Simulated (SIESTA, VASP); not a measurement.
Input for VASP

INCAR:
```
SYSTEM=Be5Pt
PREC=Accurate; ENCUT=300; LREAL=.False.
LASPH=.True.
EDIFF=1E-6; NELM=100; ALGO=Normal
LMAXMIX=6
ISMEAR=-1; SIGMA=0.136
ISIF=2
LWAVE=.False.; LCHARG=.False.
```

### POSCAR
```
Be5Pt
1.0
  0.0000000000   2.9813000000   2.9813000000
  2.9813000000   0.0000000000   2.9813000000
  2.9813000000   2.9813000000   0.0000000000
Be Pt
5 1
Direct
  0.2569280000   0.2661630000   0.2462490000
  0.6369030000   0.6110530000   0.1213360000
  0.6039030000   0.1256990000   0.6298090000
  0.6124290000   0.6237270000   0.6422780000
  0.1299700000   0.6344650000   0.6119360000
  0.0098670000  -0.0111060000  -0.0016070000
```

File KPOINTS:
```
kpoints
0
G
 5 5 5
```

POTCAR, in this order: Be Pt (LDA.64 set). Program: vasp_std.

Question: Translate it to SIESTA.

Answer: One input that does it (LDA PW92, numerical atomic orbitals DZP, PseudoDojo LDA standard norm-conserving potentials (rewritten from UPF to PSML)):
```
# files in the folder: Be.psml Pt.psml (PseudoDojo LDA standard)
SystemName  Be5Pt
SystemLabel be5pt

NumberOfAtoms                6
NumberOfSpecies              2
%block ChemicalSpeciesLabel
  1 4 Be
  2 78 Pt
%endblock ChemicalSpeciesLabel
LatticeConstant              1.0 Ang
%block LatticeVectors
     0.000000000    2.981300000    2.981300000
     2.981300000    0.000000000    2.981300000
     2.981300000    2.981300000    0.000000000
%endblock LatticeVectors
AtomicCoordinatesFormat      Ang
%block AtomicCoordinatesAndAtomicSpecies
     1.527653896    1.500121590    1.559491198  1
     2.183471326    2.260537931    3.720531223  1
     2.252396000    3.678065586    2.175162443  1
     3.774340707    3.740657979    3.685351883  1
     3.715895301    2.211844358    2.279010066  1
    -0.037901267    0.024625538   -0.003693831  2
%endblock AtomicCoordinatesAndAtomicSpecies

XC.functional                LDA
XC.authors                   PW92
PAO.BasisSize                DZP
PAO.EnergyShift              0.01 Ry
PAO.Polarization.NonPerturbative true
MeshCutoff                   350 Ry
%block kgrid.MonkhorstPack
    5   0   0  0.0
    0   5   0  0.0
    0   0   5  0.0
%endblock kgrid.MonkhorstPack
OccupationFunction           FD
ElectronicTemperature        1578.21 K

MaxSCFIterations             150
SCF.Mixer.Method             Broyden
SCF.Mixer.Weight             0.1
SCF.Mixer.History            8
SCF.DM.Tolerance             1.0E-05
Diag.ParallelOverK           true
WriteForces                  true
Charge.Mulliken              end
```
The two runs describe the same crystal, functional and task. Each code takes its own potentials, basis and convergence tests.

VASP's LDA is the Perdew-Zunger fit; the other code's may be Perdew-Wang, which differs slightly.

The structure comes from a computed database's Be5Pt entry; how it stands against other phases isn't given here. The cell was not relaxed at this level, atoms are displaced from their ideal sites, and it may have been scaled.
